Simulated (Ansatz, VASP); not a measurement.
## Cross-check of Zn (Zinc) between VASP and Ansatz

One calculation is typed for both programs; each brings its own data sets. How far apart do they land? The cell is taken from a series of runs on this material, whose earlier steps may have relaxed, scaled, displaced or heated it; both programs get it as it stands.

Main program and level: Ansatz 0.2.0; plane waves, with VASP 6.6.1 beside it; zone-centre phonons at LDA.

## Step 1: The structure

The structure is hexagonal, space group P6_3/mmc (No. 194). The conventional cell has a = 2.508 Å, b = 2.508 Å, c = 4.620 Å, α = 90.00°, β = 90.00°, γ = 120.00°. Nearest to Zn lie 12 Zn at 2.51 to 2.73 Å.

Structure file:

```cif
data_structure
_symmetry_space_group_name_H-M 'P 1'
_symmetry_Int_Tables_number 1
_cell_length_a 2.5077
_cell_length_b 2.5077
_cell_length_c 4.6196
_cell_angle_alpha 90.000
_cell_angle_beta 90.000
_cell_angle_gamma 120.000
_cell_volume 25.16
loop_
_atom_site_label
_atom_site_type_symbol
_atom_site_fract_x
_atom_site_fract_y
_atom_site_fract_z
_atom_site_occupancy
Zn1 Zn 0.33333 0.66667 0.25000 1
Zn2 Zn 0.66667 0.33333 0.75000 1
```

## Step 2: Ansatz: zone-centre phonons, LDA

Ansatz runs on its PAW soft_1 files.

Second derivatives magnify differences that forces hide, and they need a tight electronic threshold.

The input, input.yaml:

```yaml
crystal:
  lattice:
    - [2.5076613954, 0.0, 0.0]
    - [-1.2538306977, 2.1716984725, 0.0]
    - [0.0, 0.0, 4.6195556196]
  atoms:
    - { symbol: Zn, position: [0.3333333333, 0.6666666667, 0.25] }
    - { symbol: Zn, position: [0.6666666667, 0.3333333333, 0.75] }
kpoints:
  mp_grid: { grid: [18, 18, 10] }
hamiltonian:
  xc: lda
  pseudopotentials: { kind: paw, azcp: { folder: soft_1 }, xc_functional: pbe }
scf:
  occupations: { method: methfessel_paxton, width: 0.2 }
output:
  eigenvalues: true
phonons:
  method: dfpt
```

Run with:

```
$ ansatz run input.yaml --threads 4 --pin off --max-ram 10240MiB --backend cpu --events-out ev --progress --plain --runs-dir out
```

Numbers of over 12 decimals in the logs are rounded to 6 here.

The log of the run:

```text
zone centre: on kpoints.mp_grid the ground state, and the responses unless they are solved on pairs of k-points, stand on 546 of the mesh's 3240 k-points, reduced under 4 symmetry operations, with k and −k counted as one. Each operation leaves every solved displacement unchanged or reverses it
Engine: ansatz 0.2.0, aarch64-unknown-linux-gnu
Pseudopotentials: kind: paw
Pseudopotential: Zn, paw, valence charge 12, recommended cutoff 420 eV (normal), soft_1/Zn.paw.azcp
Functional definition: SPW92
  exchange = slater_x
  correlation = pw_c
Crystal: 2 atoms, lattice volume = 25.158 Å³
Basis set: ecut = 420 eV, 489 PW (Γ), exchange–correlation on 36×36×64 points (8 copies of the dense FFT grid, shifted against one another)
Bands: 16, of which v1, the nominal top of the filled ones, is band 12 counted from 1 (11 counted from 0)
Symmetry: 24 space group operations
k-points: 546 of 3240 (irreducible under 4 space group operations, time reversal used)
Non-local potential: Zn, projectors of the file, l = 0: 2, l = 1: 2, l = 2: 3, l = 3: 1
PAW form: soft (Blöchl's): semilocal exchange-correlation on the pseudo side does not see the compensation charge
PAW frozen core: Zn, regenerated for the run's functional, and the local potential with it (the file was generated under x = pbe(κ = 0.804, μ = 0.219515), c = pbe(β = 0.066725))
PAW one-centre angular grid: Zn, 590 points (default); XC on 64 Gauss nodes
Initial density: superposition of atomic densities (chi_scale 0.1, normalization cell)
Initial wavefunctions: pseudopotential atomic-orbital guess
Functional: x = slater, c = lda
SCF iter   1: F=—  HF=-6492.847797 eV  |F-HF|=—  |Δ(HF+E_count)|=         —  Δρ=8.33e-2  dr2=1.21e0  ethr=3.10e-3  ⟨swp⟩=5.5  Hψ=52426  notcnv=0
preconditioner: auto → none  [metal: Δε(μ)=0.044 eV  Ē_g=13.700 eV  σ=0.200 eV  W_gap=0.19  n_scr=2 (ndim 8)  ℏωp=36.3 eV  f_vac=0.000  D(μ)=0.28/eV (n_scr^D=2)  sad-step TF]
SCF iter   2: F=—  HF=-6492.537508 eV  |F-HF|=—  |Δ(HF+E_count)|=   3.10e-1  S|Δr|=    0.00e0  Δρ=2.61e-2  dr2=7.44e-2  ethr=3.10e-3  ⟨swp⟩=2.0  Hψ=21557  notcnv=0  defer=7
SCF iter   3: F=—  HF=-6492.472496 eV  |F-HF|=—  |Δ(HF+E_count)|=   6.50e-2  S|Δr|=    0.00e0  Δρ=1.17e-2  dr2=2.25e-2  ethr=3.10e-4  ⟨swp⟩=2.0  Hψ=20597  notcnv=0  defer=7
SCF iter   4: F=—  HF=-6492.470588 eV  |F-HF|=—  |Δ(HF+E_count)|=   1.91e-3  S|Δr|=    0.00e0  Δρ=5.96e-3  dr2=2.64e-3  ethr=9.36e-5  ⟨swp⟩=2.0  Hψ=14797  notcnv=0  defer=7
SCF iter   5: F=—  HF=-6492.472082 eV  |F-HF|=—  |Δ(HF+E_count)|=   1.49e-3  S|Δr|=    0.00e0  Δρ=7.53e-4  dr2=4.05e-5  ethr=1.10e-5  ⟨swp⟩=2.0  Hψ=15949  notcnv=0  defer=7
SCF iter   6: F=—  HF=-6492.472100 eV  |F-HF|=—  |Δ(HF+E_count)|=   1.84e-5  S|Δr|=    0.00e0  Δρ=5.87e-5  dr2=2.43e-7  ethr=1.69e-7  ⟨swp⟩=2.0  Hψ=15259  notcnv=0  defer=7
SCF iter   7: F=—  HF=-6492.472101 eV  |F-HF|=—  |Δ(HF+E_count)|=   5.50e-7  S|Δr|=    0.00e0  Δρ=2.40e-6  dr2=6.12e-10  ethr=1.01e-9  ⟨swp⟩=2.0  Hψ=15229  notcnv=0  defer=7
SCF iter   8: F=-6492.472101 eV  HF=-6492.472101 eV  |F-HF|=0.00e0  |Δ(HF+E_count)|=  9.46e-11  S|Δr|=    0.00e0  Δρ=1.23e-7  dr2=1.29e-12  ethr=1.00e-12  ⟨swp⟩=5.7  Hψ=56140  notcnv=0
SCF 1 converged in 8 iterations: F = -6492.472101 eV  dr2 = 1.29e-12
  greatest PAW one-centre occupation: 0.981 electrons in one spin orbital (limit 2), on the Zn atom at site 1 (counted from 0), in its partial waves of l = 2
DFPT response loops at Γ: preconditioner auto → Kerker (q_TF=auto, 2.707 Å⁻¹) (partly filled bands, converged f_vac=0.000); β = 1.00, the filter's whole step (`scf.mixing.beta` (0.50) is not read by the response loops under this deck's `scf.mixing.preconditioner`; to damp them name `kerker` or `kerker_dos`, under which they read `scf.mixing.beta`, and type it under 1.00, their step now; both keys bind the ground state too); Broyden in place of MSR1
SCF converged after 8 iterations
Stability not checked: this state was not tested for a lower state beside it, because cold or Methfessel-Paxton smearing, or corrected tetrahedra, fill the levels in a way that the test cannot read (fill_not_monotonic; see scf.lower_state_search)
Free energy (F): -6492.472101 eV
Harris-Foulkes:  -6492.472101 eV  (|F-HF|=0.00e0)
Internal energy: -6492.473517 eV  (E = F + TS)
E sigma→0 (E₀):  -6492.472455 eV
Entropy (-TS):   0.001417 eV (0.708 meV/atom)
Fermi energy:    13.792404 eV
--- Per-component energies (eV) ---
  E_band       = 146.567898
  E_kinetic    = 302.171862
  E_local      = -3273.452384  (includes V_loc(G=0)·N_el)
  E_nonlocal   = 1636.475937
  E_hartree    = 1213.580044
  E_xc         = -159.350658
  E_vxc        = -108.171941  (∫ρ·V_xc dr)
  E_paw        = -3645.813946  (= ΣΔE_a)
  E_vpaw       = -837.615125  (= ΣTr[D̂ρ^β])
  E_aug_tail   = -0.000534  (compensation charges beyond the density's cutoff)
  E_ewald      = -2569.198126
  E_core_change = 3.114287  (= ΣΔE_core)
  E_smearing   = 0.001417  (= −TS)
  E_closure    = -0.000000  (closes the sum)
  Σ components = -6492.472101   (vs F -6492.472101, Δ=0.00e0)
--- Band table (eV; the first three rows and the last of 546) ---
  k-point 0: bands = [... 8 lower, 5.9463, 6.2553, 6.2553, 9.1086, 10.9056, 29.1713, 32.9860, 33.3214]
  k-point 1: bands = [... 8 lower, 5.9572, 6.2503, 6.2503, 8.3695, 11.7998, 27.9081, 33.3940, 33.3940]
  k-point 2: bands = [... 8 lower, 5.9875, 6.2350, 6.2350, 7.2837, 13.3608, 25.7190, 33.6087, 33.6087]
  k-point 545: bands = [... 8 lower, 6.3274, 6.3274, 10.6510, 10.6510, 18.1357, 18.1357, 19.8700, 19.8700]
--- Phonons (Γ-DFPT): 2 representative perturbations + reference, on 546 of 3240 k-points (Σ response iterations 7) ---
  k mesh reduced under 4 symmetry operations, with k and −k counted as one. Each operation leaves every solved displacement unchanged or reverses it
  ASR residual: 3.149e-5 → 0.000e0 eV/Å²; symmetrization residual: 1.803e-13 eV/Å²
  ASR residual per site (eV/Å²): 3.15e-5 3.15e-5
  Γ frequencies (cm⁻¹): 0.00 0.00 0.00 91.23 91.23 193.96
  non-analytic LO–TO correction: not included (Born effective charges unavailable; polar crystals: no LO–TO splitting at Γ)
```

## Step 3: VASP: zone-centre phonons, LDA

The same cell, functional (in two slightly different forms), mesh and smearing now go to VASP, with its own data sets.

Lines of VASP's logs that name or quote its potential files are left out, and so is its time.

The input, INCAR:

```
SYSTEM = Zn
PREC = Accurate
ENCUT = 500
EDIFF = 1E-08
NELM = 120
ISMEAR = 1
SIGMA = 0.2
LREAL = .FALSE.
ALGO = Normal
GGA = CA
NBANDS = 18
LORBIT = 11
LWAVE = .FALSE.
LCHARG = .FALSE.
ISIF = 2
IBRION = 8
LASPH = .TRUE.
GGA_COMPAT = .FALSE.
KPAR = 2
```

The input, POSCAR:

```
Zn
1.0
    2.5076613954      0.0000000000      0.0000000000
   -1.2538306977      2.1716984725      0.0000000000
    0.0000000000      0.0000000000      4.6195556196
Zn
2
Direct
    0.3333333333      0.6666666667      0.2500000000
    0.6666666667      0.3333333333      0.7500000000
```

The input, KPOINTS:

```
Automatic mesh
0
Gamma
18 18 10
0 0 0
```

PAW data sets: Zn (LDA family, release 64).

Run with:

```
$ mpirun -np 2 vasp_std
```

The log of the run:

```text
[banner, memory and clock lines left out]
running    2 mpi-ranks, on    1 nodes
 distrk:  each k-point on    1 cores,    2 groups
 distr:  one band on    1 cores,    1 groups

 POSCAR found type information on POSCAR Zn
 POSCAR found :  1 types and       2 ions
 LDA part: xc-table for (Slater(with rela. corr.)+CA(PZ))
 , standard interpolation
 POSCAR, INCAR and KPOINTS ok, starting setup
 FFT: planning ... GRIDC
 FFT: planning ... GRID_SOFT
 FFT: planning ... GRID
 WAVECAR not read
 entering main loop
       N       E                     dE             d eps       ncg     rms          rms(c)
DAV:   1     0.103149097332E+03    0.10315E+03   -0.12279E+04  8416   0.218E+03
DAV:   2    -0.215073790750E-01   -0.10317E+03   -0.10029E+03  8024   0.297E+02
DAV:   3    -0.404859704819E+01   -0.40271E+01   -0.40101E+01  8900   0.673E+01
DAV:   4    -0.406779985665E+01   -0.19203E-01   -0.19199E-01  8930   0.468E+00
DAV:   5    -0.406782237825E+01   -0.22522E-04   -0.22521E-04  8590   0.143E-01    0.625E+00
DAV:   6    -0.372799535077E+01    0.33983E+00   -0.12229E+00  8622   0.257E+01    0.420E+00
DAV:   7    -0.369984317571E+01    0.28152E-01   -0.51962E-02 10184   0.416E+00    0.205E+00
DAV:   8    -0.368827051726E+01    0.11573E-01   -0.31037E-03 11414   0.888E-01    0.578E-02
DAV:   9    -0.368823344326E+01    0.37074E-04   -0.28015E-04 10578   0.205E-01    0.278E-02
DAV:  10    -0.368823550547E+01   -0.20622E-05   -0.18228E-05  9144   0.411E-02    0.259E-03
DAV:  11    -0.368823550522E+01    0.24920E-09   -0.72039E-07  8744   0.966E-03    0.212E-03
DAV:  12    -0.368823551681E+01   -0.11590E-07   -0.18553E-08  6510   0.231E-03    0.607E-04
DAV:  13    -0.368823550863E+01    0.81791E-08   -0.37747E-08  7432   0.419E-03
   1 F= -.36882355E+01 E0= -.36886961E+01  d E =0.138182E-02
 Linear response reoptimize wavefunctions to high precision
DAV:   1    -0.368823550787E+01    0.75988E-09   -0.85953E-10  5908   0.245E-04
DAV:   2    -0.368823550786E+01    0.11369E-10   -0.49602E-11  4264   0.832E-05
 Linear response DOF=           2
 Linear response progress:
  Degree of freedom:   1/  2
       N       E                     dE             d eps       ncg     rms          rms(c)
RMM:   1    -0.200185042568E+00   -0.20019E+00    0.65040E-03 47846   0.195E+00
RMM:   2    -0.199674924191E+00    0.51012E-03   -0.11774E-03 50957   0.385E-01    0.577E-02
RMM:   3    -0.199303607860E+00    0.37132E-03   -0.67370E-05 62977   0.655E-02    0.325E-02
RMM:   4    -0.198958521363E+00    0.34509E-03   -0.58396E-05 61406   0.601E-02    0.316E-03
RMM:   5    -0.198978147250E+00   -0.19626E-04   -0.92981E-07 64931   0.630E-03    0.141E-03
RMM:   6    -0.198979908591E+00   -0.17613E-05   -0.75379E-08 64991   0.173E-03    0.166E-04
RMM:   7    -0.198980484687E+00   -0.57610E-06   -0.66363E-09 64850   0.429E-04    0.491E-05
RMM:   8    -0.198979878624E+00    0.60606E-06    0.10069E-08 65906   0.138E-04    0.654E-06
RMM:   9    -0.198979772312E+00    0.10631E-06    0.17339E-09 62447   0.657E-05    0.204E-06
RMM:  10    -0.198979775976E+00   -0.36646E-08    0.21968E-09 53293   0.448E-05    0.489E-07
 first order change of Fermi-energy  -0.17188E-04
 force on displaced ion       1 direction 1 :  -0.925   0.000   0.000
 Linear response progress:
  Degree of freedom:   2/  2
       N       E                     dE             d eps       ncg     rms          rms(c)
RMM:   1    -0.228214582162E+00   -0.22821E+00    0.99663E-04 16591   0.226E+00
RMM:   2    -0.223808943156E+00    0.44056E-02   -0.17767E-03 16638   0.663E-01    0.660E-02
RMM:   3    -0.223856015187E+00   -0.47072E-04   -0.19758E-04 21245   0.925E-02    0.382E-02
RMM:   4    -0.223824246130E+00    0.31769E-04   -0.11168E-04 21013   0.422E-02    0.477E-03
RMM:   5    -0.223824980472E+00   -0.73434E-06   -0.19933E-05 21815   0.636E-03    0.174E-03
RMM:   6    -0.223830864093E+00   -0.58836E-05   -0.65779E-06 21725   0.195E-03    0.295E-04
RMM:   7    -0.223831337888E+00   -0.47380E-06   -0.18393E-06 20784   0.600E-04    0.786E-05
RMM:   8    -0.223831003551E+00    0.33434E-06   -0.67662E-07 19981   0.197E-04    0.394E-05
RMM:   9    -0.223830438129E+00    0.56542E-06   -0.29499E-07 21995   0.910E-05    0.627E-06
RMM:  10    -0.223830480179E+00   -0.42050E-07   -0.99146E-08 21905   0.484E-05    0.166E-06
RMM:  11    -0.223830466870E+00    0.13310E-07   -0.42967E-08 16870   0.373E-05    0.533E-07
RMM:  12    -0.223830465279E+00    0.15910E-08   -0.15734E-08 12738   0.350E-05    0.716E-08
 first order change of Fermi-energy  -0.27613E-04
 force on displaced ion       1 direction 3 :  -0.000   0.000  -4.587
 Linear response finished
```

Parts of OUTCAR (step 3):

```text
ion  position               nearest neighbor table
   1  0.333  0.667  0.250-   2 2.73   2 2.73   2 2.73   2 2.73   2 2.73   2 2.73
   2  0.667  0.333  0.750-   1 2.73   1 2.73   1 2.73   1 2.73   1 2.73   1 2.73

  LATTYP: Found a hexagonal cell.
 ALAT       =     2.5076613954
 C/A-ratio  =     1.8421767899

 Subroutine GETGRP returns: Found 24 space group operations
 (whereof 12 operations were pure point group operations)

The static configuration has the point symmetry D_3d.
 The point group associated with its full space group is D_6h.

 Found    222 irreducible k-points:

   k-points           NKPTS =    222   k-points in BZ     NKDIM =    222   number of bands    NBANDS=     18

   dimension x,y,z NGX =    18 NGY =   18 NGZ =   36
   dimension x,y,z NGXF=    36 NGYF=   36 NGZF=   72

   ENCUT  =  500.0 eV  36.75 Ry    6.06 a.u.   4.57  4.57  8.42*2*pi/ulx,y,z

   NELECT =      24.0000    total number of electrons

 k-points in reciprocal lattice and weights: Automatic mesh
   0.00000000  0.00000000  0.00000000       0.000
   0.05555556  0.00000000  0.00000000       0.002
   0.11111111  0.00000000  0.00000000       0.002
   0.16666667 -0.00000000  0.00000000       0.002
   0.22222222  0.00000000  0.00000000       0.002
   0.27777778  0.00000000  0.00000000       0.002
   0.33333333 -0.00000000  0.00000000       0.002
   0.38888889  0.00000000  0.00000000       0.002
   0.44444444  0.00000000  0.00000000       0.002
[...]
0.33333333  0.27777778  0.50000000       0.004
   0.33333333  0.33333333  0.50000000       0.001

 average (electrostatic) potential at core
       1 -37.0170       2 -37.0170

  Total        1.6767142      1.6767142      1.6056228      0.0000000      0.0000000     -0.0000000
  in kB      106.7827263    106.7827263    102.2552228      0.0000000      0.0000000     -0.0000000
  external PRESSURE =     105.2735585 kB  Pullay stress =       0.0000000 kB

  energy-cutoff  :      500.00
  volume of cell :       25.16
      direct lattice vectors                 reciprocal lattice vectors
     2.507661395  0.000000000  0.000000000     0.398777922  0.230234541  0.000000000
    -1.253830698  2.171698473  0.000000000     0.000000000  0.460469081  0.000000000
     0.000000000  0.000000000  4.619555620     0.000000000  0.000000000  0.216471038

 POSITION                                       TOTAL-FORCE (eV/Angst)
 -----------------------------------------------------------------------------------
     -0.00000      1.44780      1.15489         0.000000      0.000000      0.000000
      1.25383      0.72390      3.46467        -0.000000     -0.000000      0.000000
 -----------------------------------------------------------------------------------
    total drift:                               -0.000000      0.000000      0.000000

 Eigenvectors and eigenvalues of the dynamical matrix
 ----------------------------------------------------

   1 f  =    5.855753 THz    36.792784 2PiTHz  195.326908 cm-1    24.217439 meV
             X         Y         Z           dx          dy          dz
     -0.000000  1.447799  1.154889     0.000000    0.000000   -0.707107
      1.253831  0.723899  3.464667    -0.000000    0.000000    0.707107

   2 f  =    2.629494 THz    16.521601 2PiTHz   87.710495 cm-1    10.874710 meV
             X         Y         Z           dx          dy          dz
     -0.000000  1.447799  1.154889     0.707107   -0.000000    0.000000
      1.253831  0.723899  3.464667    -0.707107    0.000000    0.000000

   3 f  =    2.629494 THz    16.521601 2PiTHz   87.710495 cm-1    10.874710 meV
             X         Y         Z           dx          dy          dz
     -0.000000  1.447799  1.154889    -0.000000    0.707107    0.000000
      1.253831  0.723899  3.464667    -0.000000   -0.707107    0.000000

   4 f  =    0.000000 THz     0.000000 2PiTHz    0.000000 cm-1     0.000000 meV
             X         Y         Z           dx          dy          dz
     -0.000000  1.447799  1.154889    -0.000000   -0.000000    0.707107
      1.253831  0.723899  3.464667     0.000000    0.000000    0.707107

   5 f/i=    0.000000 THz     0.000000 2PiTHz    0.000000 cm-1     0.000000 meV
             X         Y         Z           dx          dy          dz
     -0.000000  1.447799  1.154889    -0.000000    0.707107    0.000000
      1.253831  0.723899  3.464667    -0.000000    0.707107    0.000000

   6 f/i=    0.000000 THz     0.000000 2PiTHz    0.000001 cm-1     0.000000 meV
             X         Y         Z           dx          dy          dz
     -0.000000  1.447799  1.154889    -0.707107   -0.000000    0.000000
      1.253831  0.723899  3.464667    -0.707107    0.000000    0.000000

 ELASTIC MODULI CONTR FROM IONIC RELAXATION (kBar)
 Direction    XX          YY          ZZ          XY          YZ          ZX
 --------------------------------------------------------------------------------
 XX          -2.4466      2.4466      0.0000      0.0000     -0.0000      0.0000
 YY           2.4466     -2.4466     -0.0000     -0.0000     -0.0000      0.0000
 ZZ           0.0000     -0.0000     -0.0000     -0.0000     -0.0000      0.0000
 XY           0.0000     -0.0000     -0.0000     -2.4466     -0.0000      0.0000
 YZ          -0.0000     -0.0000     -0.0000     -0.0000     -0.0000      0.0000
 ZX           0.0000      0.0000      0.0000      0.0000      0.0000      0.0000
 --------------------------------------------------------------------------------
```

## Step 4: Comparison

Known differences besides the potentials themselves: the two LDA forms differ slightly; the cutoff is 420 eV in Ansatz and 500 eV in VASP; VASP's log shows a relativistic correction to its local exchange, Ansatz's none. Total energies have different zeros and are not compared.

Compared:

| quantity | Ansatz | VASP | difference |
| --- | --- | --- | --- |
| optical mode 1 to 2 (cm⁻¹) | 91.2 | 87.7 | +4.01 % |
| optical mode 3 (cm⁻¹) | 194.0 | 195.3 | -0.70 % |

Modes are paired by rising frequency, not by their patterns, so a pair may set unlike modes beside each other; they are those without the splitting of longitudinal modes.

## Step 5: Summary of results

| Quantity | Value |
| --- | --- |
| r.m.s. difference of the optical zone-centre modes, each program's sorted by frequency (zone-centre phonons, LDA) | 3.0 cm⁻¹ |
| difference in optical mode 1 to 2 (zone-centre phonons, LDA) | +4.0 % |

**Reading.** The r.m.s. difference of the optical zone-centre modes, each program's sorted by frequency is 3.0 cm⁻¹ (zone-centre phonons, LDA). Among the rows given in per cent, the largest difference of the zone-centre phonons, LDA pair is in optical mode 1 to 2, +4.0 %. How closely two codes agree says nothing of how well the functional describes the real material.

[Lines on the potential files, build, host, timing and source positions are cut from VASP's logs without a mark.]

[Logs are printed without paths, hosts, clocks, repeated set-up lines and the standing remarks that a program may print on its own settings, such as how far it seeks lower states.]

[Hosts, paths, dates, database ids (printed as entryN), source tags and the programs' standing remarks are cut or masked in the printed files.]
